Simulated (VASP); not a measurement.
Data:

```xyz
2
Lattice="0.0000 3.1125 3.1125 3.1125 0.0000 3.1125 3.1125 3.1125 0.0000" Properties=species:S:1:pos:R:3 pbc="T T T"
Y      6.2250     3.1125     3.1125
P      1.5562     1.5562     1.5562
```

Computed with PBEsol GGA, VASP's PBE PAW potentials (set 64) (plane waves; VASP 6.6.1). Numerical set-up: 400 eV cut-off, 8×8×8 Γ-centred mesh, tetrahedra with Blöchl corrections, potentials Y_sv P.

Q: What does the run give for the energy per atom (σ→0), band gap (on the k-mesh) with the smallest direct gap where there is one?

A: 
```yaml
band gap (on the k-mesh): 1.51 eV
smallest direct gap (on the k-mesh): 1.51 eV
energy per atom (σ→0): -707.2 kJ/mol of atoms
```

Total energies compare only between runs with the same potentials, cut-off and functional.

The structure was generated: YP was put into the zinc blende type (F-43m), which need not be its known phase. It was relaxed first, which changed the volume by -25 %.
